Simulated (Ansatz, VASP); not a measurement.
**Ru (Ruthenium) in two plane-wave programs**

Aim: how closely do two programs agree when they are given the same cell, functional and k mesh? The cell is taken from a series of runs on this material, whose earlier steps may have relaxed, scaled, displaced or heated it; both programs get it as it stands.

Calculated with Ansatz 0.2.0; plane waves, with VASP 6.6.1 beside it; zone-centre phonons at LDA.

## (1) The structure

The structure is hexagonal, space group P6_3/mmc (No. 194). Conventional cell: a = 2.618 Å, b = 2.618 Å, c = 4.145 Å, α = 90.00°, β = 90.00°, γ = 120.00°. Nearest to Ru lie 12 Ru at 2.57 to 2.62 Å.

## (2) Ansatz: zone-centre phonons, LDA

Ansatz runs on its PAW soft_1 files.

Second derivatives magnify differences that forces hide, and they need a tight electronic threshold.

input.yaml reads:

```yaml
crystal:
  lattice:
    - [2.6180521879, 0.0, 0.0]
    - [-1.309026094, 2.2672997032, 0.0]
    - [0.0, 0.0, 4.14482823]
  atoms:
    - { symbol: Ru, position: [0.3333333333, 0.6666666667, 0.25] }
    - { symbol: Ru, position: [0.6666666667, 0.3333333333, 0.75] }
kpoints:
  mp_grid: { grid: [18, 18, 12] }
hamiltonian:
  xc: lda
  pseudopotentials: { kind: paw, azcp: { folder: soft_1 }, xc_functional: pbe }
scf:
  occupations: { method: methfessel_paxton, width: 0.2 }
output:
  eigenvalues: true
phonons:
  method: dfpt
```

Command:

```sh
ansatz run input.yaml --threads 4 --pin off --max-ram 10240MiB --backend cpu --events-out ev --progress --plain --runs-dir out
```

Numbers of over 12 decimals in the logs are rounded to 6 here.

Output:

```text
zone centre: on kpoints.mp_grid the ground state, and the responses unless they are solved on pairs of k-points, stand on 637 of the mesh's 3888 k-points, reduced under 4 symmetry operations, with k and −k counted as one. Each operation leaves every solved displacement unchanged or reverses it
Engine: ansatz 0.2.0, x86_64-unknown-linux-gnu
Pseudopotentials: kind: paw
Pseudopotential: Ru, paw, valence charge 16, recommended cutoff 420 eV (normal), soft_1/Ru.paw.azcp
Functional definition: SPW92
  exchange = slater_x
  correlation = pw_c
Crystal: 2 atoms, lattice volume = 24.603 Å³
Basis set: ecut = 420 eV, 487 PW (Γ), exchange–correlation on 36×36×60 points (8 copies of the dense FFT grid, shifted against one another)
Bands: 20, of which v1, the nominal top of the filled ones, is band 16 counted from 1 (15 counted from 0)
Symmetry: 24 space group operations
k-points: 637 of 3888 (irreducible under 4 space group operations, time reversal used)
Non-local potential: Ru, projectors of the file, l = 0: 3, l = 1: 2, l = 2: 2, l = 3: 1
PAW form: soft (Blöchl's): semilocal exchange-correlation on the pseudo side does not see the compensation charge
PAW frozen core: Ru, regenerated for the run's functional, and the local potential with it (the file was generated under x = pbe(κ = 0.804, μ = 0.219515), c = pbe(β = 0.066725))
PAW one-centre angular grid: Ru, 590 points (default); XC on 64 Gauss nodes
Initial density: superposition of atomic densities (chi_scale 0.1, normalization cell)
Initial wavefunctions: pseudopotential atomic-orbital guess
Functional: x = slater, c = lda
SCF iter   1: F=—  HF=-11517.901017 eV  |F-HF|=—  |Δ(HF+E_count)|=         —  Δρ=1.31e-1  dr2=3.75e0  ethr=3.10e-3  ⟨swp⟩=5.0  Hψ=112948  notcnv=0  defer=42
automatic band count: the SCF goes on with 24 bands, as 20 were too few: they end inside the smearing window of the response
preconditioner: auto → none  [metal: Δε(μ)=0.005 eV  Ē_g=12.590 eV  σ=0.200 eV  W_gap=0.02  n_scr=8 (ndim 8)  ℏωp=29.9 eV  f_vac=0.000  D(μ)=1.36/eV (n_scr^D=22)  sad-step TF]
SCF iter   2: F=—  HF=-11516.959522 eV  |F-HF|=—  |Δ(HF+E_count)|=   9.41e-1  S|Δr|=    0.00e0  Δρ=7.33e-2  dr2=1.16e0  ethr=3.10e-3  ⟨swp⟩=2.8  Hψ=28907  notcnv=0  defer=1859
SCF iter   3: F=—  HF=-11516.542583 eV  |F-HF|=—  |Δ(HF+E_count)|=   4.17e-1  S|Δr|=    0.00e0  Δρ=3.60e-3  dr2=1.49e-3  ethr=3.10e-3  ⟨swp⟩=2.0  Hψ=21633  notcnv=0  defer=1859
SCF iter   4: F=—  HF=-11516.542964 eV  |F-HF|=—  |Δ(HF+E_count)|=   3.81e-4  S|Δr|=    0.00e0  Δρ=3.73e-4  dr2=8.49e-6  ethr=4.66e-6  ⟨swp⟩=2.3  Hψ=29040  notcnv=0  defer=1743
SCF iter   5: F=—  HF=-11516.542975 eV  |F-HF|=—  |Δ(HF+E_count)|=   1.09e-5  S|Δr|=    0.00e0  Δρ=9.40e-5  dr2=1.55e-6  ethr=2.65e-8  ⟨swp⟩=2.2  Hψ=20444  notcnv=0  defer=1743
SCF iter   6: F=—  HF=-11516.542974 eV  |F-HF|=—  |Δ(HF+E_count)|=   6.76e-7  S|Δr|=    0.00e0  Δρ=6.84e-6  dr2=7.94e-9  ethr=4.83e-9  ⟨swp⟩=2.0  Hψ=21458  notcnv=0  defer=1743
SCF iter   7: F=—  HF=-11516.542974 eV  |F-HF|=—  |Δ(HF+E_count)|=   1.94e-9  S|Δr|=    0.00e0  Δρ=1.33e-6  dr2=2.46e-10  ethr=2.48e-11  ⟨swp⟩=2.1  Hψ=22580  notcnv=0  defer=1743
SCF iter   8: F=-11516.542974 eV  HF=-11516.542974 eV  |F-HF|=0.00e0  |Δ(HF+E_count)|=  9.09e-11  S|Δr|=    0.00e0  Δρ=2.07e-7  dr2=2.90e-12  ethr=1.00e-12  ⟨swp⟩=10.5  Hψ=77214  notcnv=0
SCF 1 converged in 8 iterations: F = -11516.542974 eV  dr2 = 2.90e-12
  greatest PAW one-centre occupation: 1.000 electrons in one spin orbital (limit 2), on the Ru atom at site 1 (counted from 0), in its partial waves of l = 0
DFPT response loops at Γ: preconditioner auto → Kerker (q_TF=auto, 2.850 Å⁻¹) (partly filled bands, converged f_vac=0.000); β = 1.00, the filter's whole step (`scf.mixing.beta` (0.50) is not read by the response loops under this deck's `scf.mixing.preconditioner`; to damp them name `kerker` or `kerker_dos`, under which they read `scf.mixing.beta`, and type it under 1.00, their step now; both keys bind the ground state too); Broyden in place of MSR1
SCF converged after 8 iterations
Stability not checked: this state was not tested for a lower state beside it, because cold or Methfessel-Paxton smearing, or corrected tetrahedra, fill the levels in a way that the test cannot read (fill_not_monotonic; see scf.lower_state_search)
Free energy (F): -11516.542974 eV
Harris-Foulkes:  -11516.542974 eV  (|F-HF|=0.00e0)
Internal energy: -11516.543633 eV  (E = F + TS)
E sigma→0 (E₀):  -11516.543139 eV
Entropy (-TS):   0.000659 eV (0.329 meV/atom)
Fermi energy:    25.979101 eV
--- Per-component energies (eV) ---
  E_band       = -35.997789
  E_kinetic    = 930.425858
  E_local      = -2344.067591  (includes V_loc(G=0)·N_el)
  E_nonlocal   = 836.839195
  E_hartree    = 777.041545
  E_xc         = -342.004261
  E_vxc        = -434.180687  (∫ρ·V_xc dr)
  E_paw        = -6764.547967  (= ΣΔE_a)
  E_vpaw       = -579.098881  (= ΣTr[D̂ρ^β])
  E_aug_tail   = 0.001153  (compensation charges beyond the density's cutoff)
  E_ewald      = -4611.374935
  E_core_change = 1.143369  (= ΣΔE_core)
  E_smearing   = 0.000659  (= −TS)
  E_closure    = -0.000000  (closes the sum)
  Σ components = -11516.542974   (vs F -11516.542974, Δ=0.00e0)
--- Band table (eV; the first three rows and the last of 637) ---
  k-point 0: bands = [... 12 lower, 23.1441, 23.7409, 23.7409, 24.3592, 24.3592, 27.3519, 27.3519, 27.3969, ... 4 higher]
  k-point 1: bands = [... 12 lower, 23.0987, 23.6858, 23.6858, 24.4880, 24.4880, 27.1147, 27.3614, 27.3614, ... 4 higher]
  k-point 2: bands = [... 12 lower, 22.9739, 23.5366, 23.5366, 24.8146, 24.8146, 26.3828, 27.3706, 27.3706, ... 4 higher]
  k-point 636: bands = [... 12 lower, 22.9812, 22.9812, 24.4034, 24.4034, 27.9210, 27.9210, 31.6889, 31.6889, ... 4 higher]
--- Phonons (Γ-DFPT): 2 representative perturbations + reference, on 637 of 3888 k-points (Σ response iterations 6) ---
  k mesh reduced under 4 symmetry operations, with k and −k counted as one. Each operation leaves every solved displacement unchanged or reverses it
  ASR residual: 3.831e-5 → 0.000e0 eV/Å²; symmetrization residual: 9.857e-10 eV/Å²
  ASR residual per site (eV/Å²): 3.83e-5 3.83e-5
  Γ frequencies (cm⁻¹): 0.00 0.00 0.00 230.91 230.91 323.29
  non-analytic LO–TO correction: not included (Born effective charges unavailable; polar crystals: no LO–TO splitting at Γ)
```

## (3) VASP: zone-centre phonons, LDA

The same cell, functional (in two slightly different forms), mesh and smearing now go to VASP, with its own data sets.

Lines of VASP's logs that name or quote its potential files are left out, and so is its time.

INCAR reads:

```
SYSTEM = Ru
PREC = Accurate
ENCUT = 500
EDIFF = 1E-08
NELM = 120
ISMEAR = 1
SIGMA = 0.2
LREAL = .FALSE.
ALGO = Normal
GGA = PW92
NBANDS = 20
LASPH = .TRUE.
LORBIT = 11
LWAVE = .FALSE.
LCHARG = .FALSE.
ISIF = 2
IBRION = 8
GGA_COMPAT = .FALSE.
KPAR = 2
```

POSCAR reads:

```
Ru
1.0
    2.6180521879      0.0000000000      0.0000000000
   -1.3090260940      2.2672997032      0.0000000000
    0.0000000000      0.0000000000      4.1448282300
Ru
2
Direct
    0.3333333334      0.6666666668      0.2500000000
    0.6666666668      0.3333333334      0.7500000000
```

KPOINTS reads:

```
Automatic mesh
0
Gamma
18 18 12
0 0 0
```

The projector-augmented-wave data sets are Ru_pv (LDA family, release 64).

Command:

```sh
mpirun -np 2 vasp_std
```

Output:

```text
[banner, memory and clock lines left out]
running    2 mpi-ranks, on    1 nodes
 distrk:  each k-point on    1 cores,    2 groups
 distr:  one band on    1 cores,    1 groups

 POSCAR found type information on POSCAR Ru
 POSCAR found :  1 types and       2 ions
|                                                                             |
|               ----> ADVICE to this user running VASP <----                  |
|                                                                             |
|     You enforced a specific xc type in the INCAR file but a different       |
|     [... a line on the potential file left out ...]
|     I HOPE YOU KNOW WHAT YOU ARE DOING!                                     |
|                                                                             |

 LDA part: xc-table for (Slater(with rela. corr.)+PW92), standard interpolation
 POSCAR, INCAR and KPOINTS ok, starting setup
 FFT: planning ... GRIDC
 FFT: planning ... GRID_SOFT
 FFT: planning ... GRID
 WAVECAR not read
 entering main loop
       N       E                     dE             d eps       ncg     rms          rms(c)
DAV:   1     0.281630589076E+03    0.28163E+03   -0.17249E+04 10368   0.154E+03
DAV:   2    -0.165121392210E+02   -0.29814E+03   -0.28948E+03 10612   0.461E+02
DAV:   3    -0.225535547846E+02   -0.60414E+01   -0.60015E+01 11880   0.734E+01
DAV:   4    -0.226012696991E+02   -0.47715E-01   -0.47629E-01 12992   0.621E+00
DAV:   5    -0.226020035780E+02   -0.73388E-03   -0.72960E-03 11564   0.677E-01    0.233E+01
DAV:   6    -0.213698048226E+02    0.12322E+01   -0.27096E+00 11952   0.164E+01    0.752E+00
DAV:   7    -0.212646006276E+02    0.10520E+00   -0.57365E-01 11592   0.571E+00    0.131E+00
DAV:   8    -0.212528925790E+02    0.11708E-01   -0.36151E-02 11508   0.207E+00    0.136E-01
DAV:   9    -0.212527077580E+02    0.18482E-03   -0.80827E-04 11796   0.298E-01    0.296E-02
DAV:  10    -0.212527304312E+02   -0.22673E-04   -0.70465E-05 11776   0.811E-02    0.191E-02
DAV:  11    -0.212527267070E+02    0.37242E-05   -0.21057E-05 11232   0.473E-02    0.351E-03
DAV:  12    -0.212527266824E+02    0.24650E-07   -0.24010E-07 12080   0.570E-03    0.100E-03
DAV:  13    -0.212527266842E+02   -0.18363E-08   -0.18325E-09  7176   0.445E-04
   1 F= -.21252727E+02 E0= -.21252934E+02  d E =0.622863E-03
 Linear response reoptimize wavefunctions to high precision
DAV:   1    -0.212527266866E+02   -0.24311E-08   -0.29075E-10  6812   0.188E-04
DAV:   2    -0.212527266866E+02   -0.90949E-12   -0.27621E-11  6264   0.626E-05
 Linear response DOF=           2
 Linear response progress:
  Degree of freedom:   1/  2
       N       E                     dE             d eps       ncg     rms          rms(c)
RMM:   1    -0.497972590148E+00   -0.49797E+00    0.32916E+00 46365   0.591E+01
RMM:   2    -0.600230567775E+00   -0.10226E+00   -0.11362E-01 63573   0.284E+00    0.146E-01
RMM:   3    -0.598883773688E+00    0.13468E-02   -0.33569E-03 72031   0.503E-01    0.656E-02
RMM:   4    -0.597702374037E+00    0.11814E-02   -0.42970E-04 72565   0.169E-01    0.246E-02
RMM:   5    -0.597512340580E+00    0.19003E-03   -0.46971E-05 89150   0.434E-02    0.969E-03
RMM:   6    -0.597431461497E+00    0.80879E-04   -0.43468E-05 77762   0.117E-02    0.347E-03
RMM:   7    -0.597432215238E+00   -0.75374E-06   -0.34233E-05 79171   0.570E-03    0.740E-04
RMM:   8    -0.597453147916E+00   -0.20933E-04   -0.21835E-05 92512   0.209E-03    0.323E-04
RMM:   9    -0.597459774631E+00   -0.66267E-05   -0.12015E-05 86436   0.847E-04    0.580E-05
RMM:  10    -0.597460097548E+00   -0.32292E-06   -0.66022E-06 98012   0.402E-04    0.187E-05
RMM:  11    -0.597460419565E+00   -0.32202E-06   -0.36940E-06 82457   0.209E-04    0.781E-06
RMM:  12    -0.597460406289E+00    0.13276E-07   -0.21536E-06 91314   0.117E-04    0.378E-06
RMM:  13    -0.597460379793E+00    0.26496E-07   -0.12552E-06 92300   0.703E-05    0.130E-06
RMM:  14    -0.597460403852E+00   -0.24059E-07   -0.75932E-07 85779   0.458E-05    0.625E-07
RMM:  15    -0.597460414419E+00   -0.10567E-07   -0.38683E-07 87353   0.317E-05    0.130E-07
RMM:  16    -0.597460407769E+00    0.66509E-08   -0.16139E-07 54007   0.224E-05    0.286E-07
RMM:  17    -0.597460423211E+00   -0.15442E-07   -0.12532E-07 68648   0.181E-05    0.563E-08
 first order change of Fermi-energy  -0.32662E-05
 force on displaced ion       1 direction 1 :  -9.934   0.001   0.000
 Linear response progress:
  Degree of freedom:   2/  2
       N       E                     dE             d eps       ncg     rms          rms(c)
RMM:   1    -0.621458910236E+00   -0.62146E+00    0.39170E+00 15984   0.601E+01
RMM:   2    -0.737276034685E+00   -0.11582E+00   -0.13124E-01 22042   0.300E+00    0.147E-01
RMM:   3    -0.737137185547E+00    0.13885E-03   -0.12644E-03 24940   0.471E-01    0.744E-02
RMM:   4    -0.736612823357E+00    0.52436E-03   -0.27879E-04 24479   0.163E-01    0.214E-02
RMM:   5    -0.736458643133E+00    0.15418E-03    0.37039E-04 29579   0.513E-02    0.133E-02
RMM:   6    -0.736395931078E+00    0.62712E-04    0.71891E-05 27258   0.147E-02    0.525E-03
RMM:   7    -0.736389173955E+00    0.67571E-05    0.18167E-05 26269   0.789E-03    0.324E-03
RMM:   8    -0.736384960011E+00    0.42139E-05    0.21061E-05 26075   0.421E-03    0.674E-04
RMM:   9    -0.736393555893E+00   -0.85959E-05    0.51990E-06 28638   0.197E-03    0.135E-04
RMM:  10    -0.736394269250E+00   -0.71336E-06    0.15118E-05 29340   0.755E-04    0.436E-05
RMM:  11    -0.736396262591E+00   -0.19933E-05    0.51017E-07 30202   0.306E-04    0.119E-05
RMM:  12    -0.736396359138E+00   -0.96547E-07   -0.99992E-08 29236   0.176E-04    0.604E-06
RMM:  13    -0.736396408939E+00   -0.49801E-07   -0.44492E-08 29330   0.110E-04    0.165E-06
RMM:  14    -0.736396431881E+00   -0.22942E-07   -0.49450E-07 31831   0.669E-05    0.147E-06
RMM:  15    -0.736396451831E+00   -0.19950E-07   -0.61446E-07 28552   0.460E-05    0.131E-06
RMM:  16    -0.736396458808E+00   -0.69772E-08   -0.65079E-07 28547   0.331E-05    0.141E-06
 first order change of Fermi-energy   0.88557E-04
 force on displaced ion       1 direction 3 :   0.000  -0.000 -19.771
 Linear response finished
```

From OUTCAR (step 3):

```text
ion  position               nearest neighbor table
   1  0.333  0.667  0.250-   2 2.57   2 2.57   2 2.57   2 2.57   2 2.57   2 2.57
   2  0.667  0.333  0.750-   1 2.57   1 2.57   1 2.57   1 2.57   1 2.57   1 2.57

  LATTYP: Found a hexagonal cell.
 ALAT       =     2.6180521879
 C/A-ratio  =     1.5831725010

 Subroutine GETGRP returns: Found 24 space group operations
 (whereof 12 operations were pure point group operations)

The static configuration has the point symmetry D_3d.
 The point group associated with its full space group is D_6h.

 Found    259 irreducible k-points:

   k-points           NKPTS =    259   k-points in BZ     NKDIM =    259   number of bands    NBANDS=     20

   dimension x,y,z NGX =    20 NGY =   20 NGZ =   30
   dimension x,y,z NGXF=    40 NGYF=   40 NGZF=   60

   ENCUT  =  500.0 eV  36.75 Ry    6.06 a.u.   4.77  4.77  7.56*2*pi/ulx,y,z

   NELECT =      28.0000    total number of electrons

 k-points in reciprocal lattice and weights: Automatic mesh
   0.00000000  0.00000000  0.00000000       0.000
   0.05555556  0.00000000  0.00000000       0.002
   0.11111111  0.00000000  0.00000000       0.002
   0.16666667  0.00000000  0.00000000       0.002
   0.22222222  0.00000000  0.00000000       0.002
   0.27777778  0.00000000  0.00000000       0.002
   0.33333333  0.00000000  0.00000000       0.002
   0.38888889  0.00000000  0.00000000       0.002
   0.44444444  0.00000000  0.00000000       0.002
[...]
0.33333333  0.27777778  0.50000000       0.003
   0.33333333  0.33333333  0.50000000       0.001

 average (electrostatic) potential at core
       1 -65.6709       2 -65.6709

  Total        4.1663468      4.1663468      4.1788439     -0.0000000      0.0000000     -0.0000000
  in kB      271.3140182    271.3140182    272.1278340     -0.0000000      0.0000000     -0.0000000
  external PRESSURE =     271.5852901 kB  Pullay stress =       0.0000000 kB

  energy-cutoff  :      500.00
  volume of cell :       24.60
      direct lattice vectors                 reciprocal lattice vectors
     2.618052188  0.000000000  0.000000000     0.381963356  0.220526646  0.000000000
    -1.309026094  2.267299703  0.000000000     0.000000000  0.441053293  0.000000000
     0.000000000  0.000000000  4.144828230     0.000000000  0.000000000  0.241264522

 POSITION                                       TOTAL-FORCE (eV/Angst)
 -----------------------------------------------------------------------------------
     -0.00000      1.51153      1.03621        -0.000000      0.000000      0.000000
      1.30903      0.75577      3.10862         0.000000      0.000000      0.000000
 -----------------------------------------------------------------------------------
    total drift:                               -0.000000     -0.000000      0.000000

 Eigenvectors and eigenvalues of the dynamical matrix
 ----------------------------------------------------

   1 f  =    9.778407 THz    61.439545 2PiTHz  326.172557 cm-1    40.440225 meV
             X         Y         Z           dx          dy          dz
     -0.000000  1.511533  1.036207     0.000000    0.000000    0.707107
      1.309026  0.755767  3.108621    -0.000000    0.000000   -0.707107

   2 f  =    6.931235 THz    43.550235 2PiTHz  231.201117 cm-1    28.665272 meV
             X         Y         Z           dx          dy          dz
     -0.000000  1.511533  1.036207     0.287074   -0.646211    0.000000
      1.309026  0.755767  3.108621    -0.287074    0.646211    0.000000

   3 f  =    6.931235 THz    43.550235 2PiTHz  231.201117 cm-1    28.665272 meV
             X         Y         Z           dx          dy          dz
     -0.000000  1.511533  1.036207     0.646211    0.287074   -0.000000
      1.309026  0.755767  3.108621    -0.646211   -0.287074   -0.000000

   4 f/i=    0.000000 THz     0.000000 2PiTHz    0.000001 cm-1     0.000000 meV
             X         Y         Z           dx          dy          dz
     -0.000000  1.511533  1.036207     0.703424   -0.066299   -0.028264
      1.309026  0.755767  3.108621     0.703424   -0.066299   -0.028264

   5 f/i=    0.000000 THz     0.000001 2PiTHz    0.000004 cm-1     0.000000 meV
             X         Y         Z           dx          dy          dz
     -0.000000  1.511533  1.036207    -0.066684   -0.493492   -0.502014
      1.309026  0.755767  3.108621    -0.066684   -0.493492   -0.502014

   6 f/i=    0.000000 THz     0.000001 2PiTHz    0.000006 cm-1     0.000001 meV
             X         Y         Z           dx          dy          dz
     -0.000000  1.511533  1.036207    -0.027344   -0.502065    0.497175
      1.309026  0.755767  3.108621    -0.027344   -0.502065    0.497175

 ELASTIC MODULI CONTR FROM IONIC RELAXATION (kBar)
 Direction    XX          YY          ZZ          XY          YZ          ZX
 --------------------------------------------------------------------------------
 XX        -127.5689    127.5689     -0.0000      0.0000      0.0000      0.0000
 YY         127.5689   -127.5689      0.0000      0.0000      0.0000      0.0000
 ZZ          -0.0000      0.0000     -0.0000      0.0000      0.0000      0.0000
 XY           0.0000      0.0000      0.0000   -127.5689     -0.0000     -0.0000
 YZ           0.0000      0.0000     -0.0000     -0.0000     -0.0000     -0.0000
 ZX           0.0000      0.0000      0.0000     -0.0000     -0.0000     -0.0000
 --------------------------------------------------------------------------------
```

## (4) Differences

Known differences besides the potentials themselves: the data sets hold 32 valence electrons in Ansatz (on its PAW soft_1 files) and 28 in VASP; the cutoff is 420 eV in Ansatz and 500 eV in VASP; VASP's log shows a relativistic correction to its local exchange, Ansatz's none. Total energies have different zeros and are not compared.

Compared:

```tsv
quantity	Ansatz	VASP	difference
optical mode 1 to 2 (cm⁻¹)	230.9	231.2	-0.13 %
optical mode 3 (cm⁻¹)	323.3	326.2	-0.88 %
```

Modes are paired by rising frequency, not by their patterns, so a pair may set unlike modes beside each other; they are those without the splitting of longitudinal modes.

## (5) Results

```
r.m.s. difference of the optical zone-centre modes, each program's sorted by frequency (zone-centre phonons, LDA) : 1.7 cm⁻¹
difference in optical mode 3 (zone-centre phonons, LDA)                                                           : -0.9 %
```

**Reading.** The r.m.s. difference of the optical zone-centre modes, each program's sorted by frequency is 1.7 cm⁻¹ (zone-centre phonons, LDA). The data sets hold unlike numbers of valence electrons (32 in Ansatz and 28 in VASP), so part of the differences comes from the potentials. Among the rows given in per cent, the largest difference of the zone-centre phonons, LDA pair is in optical mode 3, -0.9 %. How closely two codes agree says nothing of how well the functional describes the real material.

[Lines on the potential files, build, host, timing and source positions are cut from VASP's logs without a mark.]

[Logs are printed without paths, hosts, clocks, repeated set-up lines and the standing remarks that a program may print on its own settings, such as how far it seeks lower states.]

[Hosts, paths, dates, database ids (printed as entryN), source tags and the programs' standing remarks are cut or masked in the printed files.]
